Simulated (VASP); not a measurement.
# How PAW data sets and speed settings change a VASP run on B5W2, part 2 of 4

A convergence test on B5W2: the PAW data sets and speed settings. The series runs use LDA. The start is a cell from a database of measured crystal structures.

VASP 6.6.1, plane waves and PAW; the level of theory is named at each step.

Still holding for the runs below: This run has no spin polarisation. Its electron count is odd, so without a moment it is a metal by construction.

So far. Step 4 (PAW data sets: materialsproject 64: B W sv): With 43 valence electrons the pressure is 16.30 GPa, -0.35 GPa from the first of the series, after 13 cycles in 10 s. Step 5 (PAW data sets: GW 64: B GW W sv GW): With 43 valence electrons the pressure is 14.65 GPa, -2.01 GPa from the first of the series, after 15 cycles in 13 s.

### Step 6. PAW data sets: hard 64: B h W

This step: LDA; plane waves and PAW (B_h, W) (VASP 6.6.1).

Contents of INCAR:

```
SYSTEM = B5W2
PREC = Accurate
ENCUT = 910
EDIFF = 1E-06
NELM = 100
ISMEAR = -1
SIGMA = 0.05
LREAL = .FALSE.
ALGO = Normal
GGA = CA
NBANDS = 20
LASPH = .TRUE.
LORBIT = 11
LWAVE = .FALSE.
LCHARG = .FALSE.
KPAR = 8
ISIF = 2
```

Contents of POSCAR:

```
B5W2
1.0
    3.0110000000      0.0000000000      0.0000000000
   -1.5055000000     -2.6076024908      0.0000000000
    0.0000000000      1.7384016605     -6.9766666667
B W
5 2
Direct
    0.8140000000      0.6280000000      0.4420000000
    0.1860000000      0.3720000000      0.5580000000
    0.6670000000      0.3340000000      0.0010000000
    0.3330000000      0.6660000000      0.9990000000
    0.5000000000      0.0000000000      0.5000000000
    0.9250000000      0.8500000000      0.7750000000
    0.0750000000      0.1500000000      0.2250000000
```

Contents of KPOINTS:

```
Automatic mesh
0
Gamma
9 9 9
0 0 0
```

The projector-augmented-wave data sets are B_h and W (PBE family, release 64).

Command:

```sh
> mpirun -np 8 vasp_std
```

What it wrote:

```text
[... set-up lines as in an earlier step ...]
 entering main loop
       N       E                     dE             d eps       ncg     rms          rms(c)
DAV:   1     0.144289019271E+03    0.14429E+03   -0.17482E+04  3400   0.193E+03
DAV:   2    -0.495403556471E+02   -0.19383E+03   -0.18548E+03  3672   0.372E+02
DAV:   3    -0.705228484351E+02   -0.20982E+02   -0.20077E+02  5120   0.894E+01
DAV:   4    -0.711814301214E+02   -0.65858E+00   -0.65013E+00  4696   0.159E+01
[...]
DAV:  12    -0.636599193967E+02   -0.36384E-06   -0.10021E-04  4488   0.740E-02    0.150E-02
DAV:  13    -0.636599180312E+02    0.13655E-05   -0.98800E-06  4640   0.217E-02    0.100E-02
DAV:  14    -0.636599177756E+02    0.25553E-06   -0.12006E-06  2600   0.756E-03
   1 F= -.63659918E+02 E0= -.63651221E+02  d E =-.173936E-01
```

It took 31 s on 8 MPI ranks of Intel Xeon Platinum 8488C (Sapphire Rapids), shared host; peak memory 2.9 GiB; 3.6 min of CPU time.

Parts of OUTCAR (step 6):

```text
  Total        5.9339266      5.9339266      4.8194128      0.0000000      0.0000000      0.0000000
  in kB      173.5611975    173.5611975    140.9628248      0.0000000      0.0000000      0.0000000
  external PRESSURE =     162.6950733 kB  Pullay stress =       0.0000000 kB

 POSITION                                       TOTAL-FORCE (eV/Angst)
 -----------------------------------------------------------------------------------
      1.50550     -0.86920     -3.08369        -0.000000     -0.000000     -0.473259
      0.00000     -0.00000     -3.89298         0.000000      0.000000      0.473259
      1.50550     -0.86920     -0.00698         0.000000     -0.000000     -0.419576
      0.00000     -0.00000     -6.96969        -0.000000      0.000000      0.419576
      1.50550      0.86920     -3.48833         0.000000      0.000000      0.000000
      1.50550     -0.86920     -5.40692        -0.000000      0.000000      0.360421
      0.00000     -0.00000     -1.56975        -0.000000     -0.000000     -0.360421
 -----------------------------------------------------------------------------------
    total drift:                               -0.000000     -0.000000      0.000000

  FREE ENERGIE OF THE ION-ELECTRON SYSTEM (eV)
  ---------------------------------------------------
  free  energy   TOTEN  =       -63.6599177756 eV

  energy  without entropy=      -63.6425241386  energy(sigma->0) =      -63.65122096

[... 1 part as in an earlier step ...]

[... 2 further parts left out ...]
[key lines of the parts left out:]
E-fermi :  11.9954
```

With 27 valence electrons the pressure is 16.27 GPa, -0.38 GPa from the first of the series, after 14 cycles in 31 s.

### Step 7. PAW data sets: soft 64: B s W

This step: LDA; plane waves and PAW (B_s, W) (VASP 6.6.1).

Edit INCAR of step 6 so:

```diff
@@ -2,3 +2,3 @@
 PREC = Accurate
-ENCUT = 910
+ENCUT = 400
 EDIFF = 1E-06
```

POSCAR is that of step 6.

KPOINTS is that of step 6.

The projector-augmented-wave data sets are B_s and W (PBE family, release 64).

Command:

```sh
> mpirun -np 8 vasp_std
```

What it wrote:

```text
[... set-up lines as in an earlier step ...]
 entering main loop
       N       E                     dE             d eps       ncg     rms          rms(c)
DAV:   1     0.208662080202E+03    0.20866E+03   -0.87034E+03  3948   0.111E+03
DAV:   2    -0.413629485490E+02   -0.25003E+03   -0.23919E+03  5184   0.787E+02
DAV:   3    -0.692602660401E+02   -0.27897E+02   -0.26144E+02  5772   0.257E+02
DAV:   4    -0.713142935146E+02   -0.20540E+01   -0.19048E+01  6160   0.492E+01
[...]
DAV:  11    -0.635606214781E+02    0.98034E-04   -0.12036E-03  6048   0.311E-01    0.366E-02
DAV:  12    -0.635606242071E+02   -0.27290E-05   -0.73602E-05  6040   0.119E-01    0.172E-02
DAV:  13    -0.635606237119E+02    0.49515E-06   -0.53411E-06  5216   0.294E-02
   1 F= -.63560624E+02 E0= -.63551947E+02  d E =-.173537E-01
```

It took 9.8 s on 8 MPI ranks; peak memory 1.4 GiB.

Parts of OUTCAR (step 7):

```text
  Total        6.1390545      6.1390545      4.9963932      0.0000000      0.0000000      0.0000000
  in kB      179.5609747    179.5609747    146.1393177      0.0000000      0.0000000      0.0000000
  external PRESSURE =     168.4204224 kB  Pullay stress =       0.0000000 kB

 POSITION                                       TOTAL-FORCE (eV/Angst)
 -----------------------------------------------------------------------------------
      1.50550     -0.86920     -3.08369         0.000000     -0.000000     -0.443120
      0.00000     -0.00000     -3.89298         0.000000      0.000000      0.443120
      1.50550     -0.86920     -0.00698         0.000000     -0.000000     -0.424539
      0.00000     -0.00000     -6.96969         0.000000      0.000000      0.424539
      1.50550      0.86920     -3.48833         0.000000      0.000000      0.000000
      1.50550     -0.86920     -5.40692         0.000000      0.000000      0.357925
      0.00000     -0.00000     -1.56975         0.000000     -0.000000     -0.357925
 -----------------------------------------------------------------------------------
    total drift:                               -0.000000     -0.000000      0.000000

  FREE ENERGIE OF THE ION-ELECTRON SYSTEM (eV)
  ---------------------------------------------------
  free  energy   TOTEN  =       -63.5606237119 eV

  energy  without entropy=      -63.5432699699  energy(sigma->0) =      -63.55194684

[... 1 part as in an earlier step ...]

[... 2 further parts left out ...]
[key lines of the parts left out:]
E-fermi :  12.1468
```

With 27 valence electrons the pressure is 16.84 GPa, +0.19 GPa from the first of the series, after 13 cycles in 9.8 s.

### Step 8. The PAW data sets series as a table

This step: convergence of LDA results with the datasets; plane waves and PAW (VASP 6.6.1).

This step runs nothing: it gathers the runs above.

Differences are taken from the run with minimal 64: B W. Results of the series, by row:

```tsv
setting	status	pressure (GPa)	largest force difference (meV/Å)	SCF cycles	wall time (s)
minimal 64: B W, 420 eV	converged	16.65	0	13	8.4
recommended 54: B W, 420 eV	converged	16.65	0	13	8.6
materialsproject 64: B W_sv, 420 eV	converged	16.3	31.55	13	10.4
gw 64: B_GW W_sv_GW, 420 eV	converged	14.65	25.29	15	13.4
hard 64: B_h W, 910 eV	converged	16.27	9.07	14	31
soft 64: B_s W, 400 eV	converged	16.84	21.07	13	9.8
```

### Step 9. Speed settings: KPAR = 1, NCORE = 1

This step: LDA; plane waves and PAW (B, W) (VASP 6.6.1).

KPAR splits the ranks over k-points and NCORE shares a band among ranks; these and NSIM or LPLANE change the time, not the physics, while LREAL, PREC, ALGO and ISYM can move both.

Edit INCAR of step 7 so:

```diff
@@ -2,3 +2,3 @@
 PREC = Accurate
-ENCUT = 400
+ENCUT = 420
 EDIFF = 1E-06
@@ -15,3 +15,4 @@
 LCHARG = .FALSE.
-KPAR = 8
+KPAR = 1
+NCORE = 1
 ISIF = 2
```

POSCAR is that of step 7.

KPOINTS is that of step 7.

Potentials, in the order of the species: B and W (PBE family, release 64).

Command:

```sh
> mpirun -np 8 vasp_std
```

What it wrote:

```text
[banner, memory and clock lines left out]
running    8 mpi-ranks, on    1 nodes
 distrk:  each k-point on    8 cores,    1 groups
 distr:  one band on    1 cores,    8 groups

 POSCAR found type information on POSCAR B W
 POSCAR found :  2 types and       7 ions
 [... a notice as in an earlier step ...]

 [... a notice as in an earlier step ...]

 LDA part: xc-table for (Slater(with rela. corr.)+CA(PZ))
 , standard interpolation
|                                                                             |
|           W    W    AA    RRRRR   N    N  II  N    N   GGGG   !!!           |
|           W    W   A  A   R    R  NN   N  II  NN   N  G    G  !!!           |
|           W    W  A    A  R    R  N N  N  II  N N  N  G       !!!           |
|           W WW W  AAAAAA  RRRRR   N  N N  II  N  N N  G  GGG   !            |
|           WW  WW  A    A  R   R   N   NN  II  N   NN  G    G                |
|           W    W  A    A  R    R  N    N  II  N    N   GGGG   !!!           |
|                                                                             |
|     The number of bands has been changed from the values supplied in        |
|     The orbitals not found in the WAVECAR file will be initialized with     |
|     random numbers, which is usually adequate. For correlated               |
|     calculations, however, you should redo the groundstate calculation.     |
|     I found NBANDS = 20. Now, NBANDS = 24.                                  |
|                                                                             |

 POSCAR, INCAR and KPOINTS ok, starting setup
 FFT: planning ... GRIDC
 FFT: planning ... GRID_SOFT
 FFT: planning ... GRID
 WAVECAR not read
 entering main loop
       N       E                     dE             d eps       ncg     rms          rms(c)
DAV:   1     0.491657211675E+02    0.49166E+02   -0.10729E+04  4080   0.859E+02
DAV:   2    -0.654687652016E+02   -0.11463E+03   -0.10721E+03  4912   0.227E+02
DAV:   3    -0.712795179839E+02   -0.58108E+01   -0.56008E+01  5880   0.428E+01
DAV:   4    -0.713625701946E+02   -0.83052E-01   -0.82910E-01  5016   0.454E+00
DAV:   5    -0.713646315650E+02   -0.20614E-02   -0.20604E-02  5840   0.587E-01    0.528E+01
DAV:   6    -0.644506031296E+02    0.69140E+01   -0.42150E+01  5840   0.276E+01    0.149E+01
DAV:   7    -0.639689389266E+02    0.48166E+00   -0.59661E+00  5624   0.161E+01    0.144E+01
DAV:   8    -0.636152318073E+02    0.35371E+00   -0.11467E+00  5408   0.606E+00    0.526E+00
DAV:   9    -0.636165329147E+02   -0.13011E-02   -0.92111E-02  5160   0.180E+00    0.341E-01
DAV:  10    -0.636149800411E+02    0.15529E-02   -0.29434E-03  5008   0.323E-01    0.278E-01
DAV:  11    -0.636149135592E+02    0.66482E-04   -0.37438E-04  5640   0.105E-01    0.108E-01
DAV:  12    -0.636148859731E+02    0.27586E-04   -0.30007E-05  4872   0.330E-02    0.552E-02
DAV:  13    -0.636148852977E+02    0.67534E-06   -0.40911E-06  5160   0.111E-02
   1 F= -.63614885E+02 E0= -.63606194E+02  d E =-.173828E-01
```

Wall time 13 s (8 MPI ranks); peak memory 1 GiB; 91 s of CPU time.

OUTCAR, selected parts (step 9):

```text
   k-points           NKPTS =     85   k-points in BZ     NKDIM =     85   number of bands    NBANDS=     24

   NELECT =      27.0000    total number of electrons

 E-fermi :  10.7843

 k-point     1 :       0.0000    0.0000    0.0000
  band No.  band energies     occupation
    ...
     12       8.3798      2.00000
     13       8.3798      2.00000
     14       8.9012      2.00000
     15       9.9514      2.00000
     16       9.9514      2.00000
     17      11.3974      0.00001
     18      11.3974      0.00001
     19      12.5225      0.00000
     20      13.3140      0.00000
     21      13.3140      0.00000
    ...

  Total        6.0627774      6.0627774      4.9482989      0.0000000      0.0000000      0.0000000
  in kB      177.3299497    177.3299497    144.7326084      0.0000000      0.0000000      0.0000000
  external PRESSURE =     166.4641693 kB  Pullay stress =       0.0000000 kB

 POSITION                                       TOTAL-FORCE (eV/Angst)
 -----------------------------------------------------------------------------------
      1.50550     -0.86920     -3.08369        -0.000000     -0.000000     -0.464705
      0.00000     -0.00000     -3.89298         0.000000      0.000000      0.464705
      1.50550     -0.86920     -0.00698         0.000000     -0.000000     -0.420701
      0.00000     -0.00000     -6.96969        -0.000000      0.000000      0.420701
      1.50550      0.86920     -3.48833         0.000000      0.000000      0.000000
      1.50550     -0.86920     -5.40692         0.000000      0.000000      0.359637
      0.00000     -0.00000     -1.56975         0.000000     -0.000000     -0.359637
 -----------------------------------------------------------------------------------
    total drift:                               -0.000000     -0.000000      0.000000

  FREE ENERGIE OF THE ION-ELECTRON SYSTEM (eV)
  ---------------------------------------------------
  free  energy   TOTEN  =       -63.6148852977 eV

  energy  without entropy=      -63.5975024805  energy(sigma->0) =      -63.60619389

[... 8 parts as in an earlier step ...]

[... 8 further parts left out ...]
```

This step gave:

| Property | Result |
| --- | --- |
| bands | 24 |
| free energy (TOTEN) | -63.6149 eV |
| energy at zero smearing | -63.6062 eV |
| Fermi energy | 10.78 eV |
| pressure | 16.65 GPa |

The series starts at -9.0866 eV an atom and 16.65 GPa, after 13 cycles in 13 s.

### Step 10. Speed settings: KPAR = 1, NCORE = 2

Edit INCAR of step 9 so:

```diff
@@ -16,3 +16,3 @@
 KPAR = 1
-NCORE = 1
+NCORE = 2
 ISIF = 2
```

POSCAR is that of step 9.

KPOINTS is that of step 9.

Command:

```sh
> mpirun -np 8 vasp_std
```

What it wrote:

```text
[banner, memory and clock lines left out]
running    8 mpi-ranks, on    1 nodes
[...]
[... a notice as in an earlier step ...]

 LDA part: xc-table for (Slater(with rela. corr.)+CA(PZ))
 , standard interpolation
 POSCAR, INCAR and KPOINTS ok, starting setup
[...]
entering main loop
       N       E                     dE             d eps       ncg     rms          rms(c)
DAV:   1     0.583502049032E+02    0.58350E+02   -0.11083E+04  3400   0.104E+03
DAV:   2    -0.631912736856E+02   -0.12154E+03   -0.11638E+03  4068   0.262E+02
DAV:   3    -0.712137415173E+02   -0.80225E+01   -0.76563E+01  5040   0.535E+01
DAV:   4    -0.713627211659E+02   -0.14898E+00   -0.14751E+00  4780   0.609E+00
DAV:   5    -0.713646276447E+02   -0.19065E-02   -0.19006E-02  4732   0.655E-01    0.528E+01
DAV:   6    -0.644068712643E+02    0.69578E+01   -0.56676E+01  4804   0.331E+01    0.165E+01
[... 1 cycle as in an earlier step ...]
DAV:   8    -0.636119020402E+02    0.32258E+00   -0.16403E+00  4624   0.742E+00    0.415E+00
DAV:   9    -0.636157295802E+02   -0.38275E-02   -0.99600E-02  4300   0.208E+00    0.232E-01
DAV:  10    -0.636149875454E+02    0.74203E-03   -0.30578E-03  4552   0.363E-01    0.971E-02
DAV:  11    -0.636148939774E+02    0.93568E-04   -0.46388E-04  4592   0.131E-01    0.296E-02
DAV:  12    -0.636148857440E+02    0.82333E-05   -0.21863E-05  4292   0.354E-02    0.844E-03
DAV:  13    -0.636148851307E+02    0.61331E-06   -0.22743E-06  3120   0.868E-03
   1 F= -.63614885E+02 E0= -.63606194E+02  d E =-.173833E-01
```

It took 11 s on 8 MPI ranks; peak memory 0.87 GiB; 72 s of CPU time.

From OUTCAR (step 10):

```text
  Total        6.0655438      6.0655438      4.9477656      0.0000000      0.0000000      0.0000000
  in kB      177.4108641    177.4108641    144.7170112      0.0000000      0.0000000      0.0000000
  external PRESSURE =     166.5129131 kB  Pullay stress =       0.0000000 kB

 POSITION                                       TOTAL-FORCE (eV/Angst)
 -----------------------------------------------------------------------------------
      1.50550     -0.86920     -3.08369        -0.000000     -0.000000     -0.464189
      0.00000     -0.00000     -3.89298         0.000000      0.000000      0.464189
      1.50550     -0.86920     -0.00698         0.000000     -0.000000     -0.420685
      0.00000     -0.00000     -6.96969         0.000000      0.000000      0.420685
      1.50550      0.86920     -3.48833         0.000000      0.000000     -0.000000
      1.50550     -0.86920     -5.40692        -0.000000      0.000000      0.359479
      0.00000     -0.00000     -1.56975         0.000000     -0.000000     -0.359479
 -----------------------------------------------------------------------------------
    total drift:                               -0.000000     -0.000000      0.000000

  FREE ENERGIE OF THE ION-ELECTRON SYSTEM (eV)
  ---------------------------------------------------
  free  energy   TOTEN  =       -63.6148851307 eV

  energy  without entropy=      -63.5975018711  energy(sigma->0) =      -63.60619350

[... 2 parts as in an earlier step ...]

[... 1 further part left out ...]
[key lines of the parts left out:]
E-fermi :  10.7843
```

Against the first of the series the energy stays within 0.01 meV an atom and the pressure within 0.01 GPa, after 13 cycles in 11 s.

### Step 11. Speed settings: KPAR = 1, NCORE = 8

Edit INCAR of step 10 so:

```diff
@@ -16,3 +16,3 @@
 KPAR = 1
-NCORE = 2
+NCORE = 8
 ISIF = 2
```

POSCAR is that of step 10.

KPOINTS is that of step 10.

Command:

```sh
> mpirun -np 8 vasp_std
```

What it wrote:

```text
[banner, memory and clock lines left out]
running    8 mpi-ranks, on    1 nodes
[...]
[... a notice as in an earlier step ...]

 [... a notice as in an earlier step ...]

 LDA part: xc-table for (Slater(with rela. corr.)+CA(PZ))
 , standard interpolation
 POSCAR, INCAR and KPOINTS ok, starting setup
[...]
entering main loop
       N       E                     dE             d eps       ncg     rms          rms(c)
DAV:   1     0.583502049033E+02    0.58350E+02   -0.11083E+04  3400   0.104E+03
DAV:   2    -0.631912736844E+02   -0.12154E+03   -0.11638E+03  4068   0.262E+02
DAV:   3    -0.712137415191E+02   -0.80225E+01   -0.76563E+01  5040   0.535E+01
DAV:   4    -0.713627211654E+02   -0.14898E+00   -0.14751E+00  4780   0.609E+00
DAV:   5    -0.713646276459E+02   -0.19065E-02   -0.19006E-02  4732   0.655E-01    0.528E+01
[... 1 cycle as in an earlier step ...]
DAV:   7    -0.639344855871E+02    0.47239E+00   -0.85666E+00  4512   0.187E+01    0.139E+01
DAV:   8    -0.636119020403E+02    0.32258E+00   -0.16403E+00  4624   0.742E+00    0.415E+00
DAV:   9    -0.636157295796E+02   -0.38275E-02   -0.99600E-02  4300   0.208E+00    0.232E-01
DAV:  10    -0.636149875459E+02    0.74203E-03   -0.30578E-03  4552   0.363E-01    0.971E-02
DAV:  11    -0.636148939766E+02    0.93569E-04   -0.46388E-04  4592   0.131E-01    0.296E-02
DAV:  12    -0.636148857444E+02    0.82321E-05   -0.21863E-05  4292   0.354E-02    0.844E-03
DAV:  13    -0.636148851318E+02    0.61267E-06   -0.22743E-06  3120   0.868E-03
   1 F= -.63614885E+02 E0= -.63606194E+02  d E =-.173833E-01
```

The job ended after 10 s (8 MPI ranks; peak memory 0.82 GiB; 78 s of CPU time).

OUTCAR, selected parts (step 11):

```text
  Total        6.0655438      6.0655438      4.9477656      0.0000000      0.0000000      0.0000000
  in kB      177.4108638    177.4108638    144.7170109      0.0000000      0.0000000      0.0000000
  external PRESSURE =     166.5129128 kB  Pullay stress =       0.0000000 kB

 POSITION                                       TOTAL-FORCE (eV/Angst)
 -----------------------------------------------------------------------------------
      1.50550     -0.86920     -3.08369        -0.000000     -0.000000     -0.464189
      0.00000     -0.00000     -3.89298         0.000000      0.000000      0.464189
      1.50550     -0.86920     -0.00698         0.000000     -0.000000     -0.420685
      0.00000     -0.00000     -6.96969        -0.000000      0.000000      0.420685
      1.50550      0.86920     -3.48833         0.000000      0.000000      0.000000
      1.50550     -0.86920     -5.40692         0.000000      0.000000      0.359479
      0.00000     -0.00000     -1.56975        -0.000000     -0.000000     -0.359479
 -----------------------------------------------------------------------------------
    total drift:                               -0.000000     -0.000000      0.000000

  FREE ENERGIE OF THE ION-ELECTRON SYSTEM (eV)
  ---------------------------------------------------
  free  energy   TOTEN  =       -63.6148851318 eV

  energy  without entropy=      -63.5975018721  energy(sigma->0) =      -63.60619350

[... 2 parts as in an earlier step ...]

[... 1 further part left out ...]
[key lines of the parts left out:]
E-fermi :  10.7843
```

Against the first of the series the energy stays within 0.01 meV an atom and the pressure within 0.01 GPa, after 13 cycles in 10 s.

(Continued in part 3 of 4.)

[Lines on the potential files, build, host, timing and source positions are cut from VASP's logs without a mark.]

[Logs are printed without paths, hosts, clocks, repeated set-up lines and the standing remarks that a program may print on its own settings, such as how far it seeks lower states.]

[Hosts, paths, dates, database ids (printed as entryN), source tags and the programs' standing remarks are cut or masked in the printed files.]

[A measured line is paired with the nearest computed mode of its activity, which favours agreement.]
